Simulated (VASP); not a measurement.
Input for VASP

INCAR:
```
LCHARG = .False.
ISIF = 2   ! forces and stress, cell fixed
GGA = PS   ! PBEsol
ALGO = Normal   ! blocked Davidson
EDIFF = 1E-6   ! SCF stop (eV)
LREAL = .False.   ! projection in real space or not
LWAVE = .False.
SIGMA = 0.1
NELM = 100
ENCUT = 300   ! plane-wave cut-off (eV)
SYSTEM = NaS
ISMEAR = -1   ! Fermi-Dirac
PREC = Accurate
LASPH = .True.   ! aspherical one-centre terms
```

### KPOINTS
```
Automatic
0
gamma
 9 9 9
0 0 0
```

POSCAR:
```
NaS
1
    2.2312490000     1.2882120000     3.0414190000
   -2.2312490000     1.2882120000     3.0414190000
    0.0000000000    -2.5764250000     3.0414190000
Na S
1 1
Direct
  0.0000000000   0.0000000000   0.0000000000
  0.5000000000   0.5000000000   0.5000000000
```

POTCAR, in this order: Na_pv S (PBE.64 set). Program: vasp_std.

Task: Write an equivalent input for Ansatz.

Result: One equivalent input (not run):
Ansatz 0.2 input:
```yaml
crystal:
  lattice:
    - [2.2312490, 1.2882120, 3.0414190]
    - [-2.2312490, 1.2882120, 3.0414190]
    - [0.0000000, -2.5764250, 3.0414190]
  atoms:
    - { symbol: Na, position: [0.0000000, 0.0000000, 0.0000000] }
    - { symbol: S, position: [0.5000000, 0.5000000, 0.5000000] }
kpoints:
  mp_grid: { grid: [9, 9, 9] }
hamiltonian:
  xc: pbesol
  pseudopotentials: { kind: paw }
scf:
  occupations: { method: fermi_dirac, width: 0.1 }
  max_iter: 100
output: { forces: true, stress: true, eigenvalues: true }
```
Limits of the translation: each code has its own PAW files, so the cut-off isn't converted (ENCUT is set for VASP's; basis.ecutwfc is left out, and Ansatz then takes the one that its files recommend); Ansatz stops its SCF on the density residual and VASP on the energy change (EDIFF).

The structure comes from a measured NaS entry (R-3m) of the Crystallography Open Database, whose conditions weren't checked. The cell was not relaxed at this level.
